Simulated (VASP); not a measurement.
These are PBEsol GGA, VASP's PBE PAW potentials (set 64) (plane waves; VASP) values and carry that method's errors.

VASP input:

### INCAR
```
SYSTEM  =  FeRuO3
PREC  =  Accurate; ENCUT  =  400; LREAL  =  .FALSE.
LASPH  =  .TRUE.
EDIFF  =  1E-6; NELM  =  100; ALGO  =  Normal
LMAXMIX  =  4
ISMEAR  =  0; SIGMA  =  0.2
GGA  =  PS
MAGMOM  =  4.0 0.0 0.0 0.0 0.0
ISPIN  =  2
ISIF  =  2
LWAVE  =  .FALSE.; LCHARG  =  .FALSE.; LORBIT  =  11
```

POSCAR:
```
FeRuO3
1
    3.6394680000     0.0000000000     0.0000000000
    0.0000000000     3.6394680000     0.0000000000
    0.0000000000     0.0000000000     3.6394680000
Fe Ru O
1 1 3
Direct
  0.0056680000  -0.0049900000   0.0022250000
  0.4880820000   0.4985790000   0.5007560000
  0.0048610000   0.4893080000   0.5063750000
  0.4898310000   0.5069480000   0.0005770000
  0.5115580000   0.0101550000   0.4900660000
```

KPOINTS:
```
Automatic mesh
0
Gamma
5 5 5
0 0 0
```

POTCAR, in this order: Fe Ru_pv O (PBE.64 set). Program: vasp_std.

Problem. What will the output report for the number of irreducible k-points (NKPTS), largest plane-wave count, number of space-group operations, FFT grid (NGX, NGY, NGZ)?

Solution. 
```yaml
number of irreducible k-points (NKPTS): 63
largest_plane_wave_count: 895
number_of_space_group_operations: 1
FFT grid (NGX, NGY, NGZ): 24 × 24 × 24
```

The structure was generated: FeRuO3 was put into an ordered model structure, which need not be its known phase. The cell was not relaxed at this level, atoms are displaced from their ideal sites. The k-mesh is coarse (spacing up to 0.35 per Å, 2π included), so the numbers may not be converged in it.
